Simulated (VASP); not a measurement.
An input for Ansatz (written as the equivalent of a VASP run, and not itself run):

Ansatz 0.2 input:
```yaml
crystal:
  lattice:
    - [0.0000000, 2.5302763, 2.5302763]
    - [2.5302763, 0.0000000, 2.5302763]
    - [2.5302763, 2.5302763, 0.0000000]
  atoms:
    - { symbol: Zn, position: [0.0000000, 0.0000000, 0.0000000] }
    - { symbol: S, position: [0.2500000, 0.2500000, 0.2500000] }
kpoints:
  mp_grid: { grid: [9, 9, 9] }
hamiltonian:
  xc: pbesol
  pseudopotentials: { kind: paw }
scf:
  occupations: { method: gaussian, width: 0.05 }
  max_iter: 100
relax:
  max_steps: 40
  f_tol: 0.02
  cell: { p_target: 30 }
output: { forces: true, stress: true, eigenvalues: true }
```

Q: Write the VASP files for the same calculation (PBEsol).

A: Several could match; the one computed here: 
File KPOINTS:
```
kpoints
0
Gamma
9 9 9
0 0 0
```

INCAR:
```
ALGO  =  Normal
EDIFF  =  1E-6
EDIFFG  =  -0.02
ENCUT  =  500
GGA  =  PS
IBRION  =  2
ISIF  =  3
ISMEAR  =  0
LASPH  =  .TRUE.
LCHARG  =  .FALSE.
LMAXMIX  =  4
LREAL  =  .FALSE.
LWAVE  =  .FALSE.
NELM  =  100
NSW  =  40
PREC  =  Accurate
PSTRESS  =  300
SIGMA  =  0.05
SYSTEM  =  ZnS
```

POSCAR:
```
ZnS
1.0
  0.0000000000   2.5302762969   2.5302762969
  2.5302762969   0.0000000000   2.5302762969
  2.5302762969   2.5302762969   0.0000000000
Zn S
1 1
Direct
  0.0000000000   0.0000000000   0.0000000000
  0.2500000000   0.2500000000   0.2500000000
```

POTCAR, in this order: Zn S (PBE.64 set). Program: vasp_std.

The two are equivalent in intent, not identical: each code has its own PAW files, so the cut-off isn't converted (ENCUT is set for VASP's; basis.ecutwfc is left out, and Ansatz then takes the one that its files recommend); Ansatz stops its SCF on the density residual and VASP on the energy change (EDIFF).

The compound is ZnS in the zinc blende structure. This run relaxes it under an external pressure of 30 GPa. Symmetry was kept, so distortions that lower it aren't found.
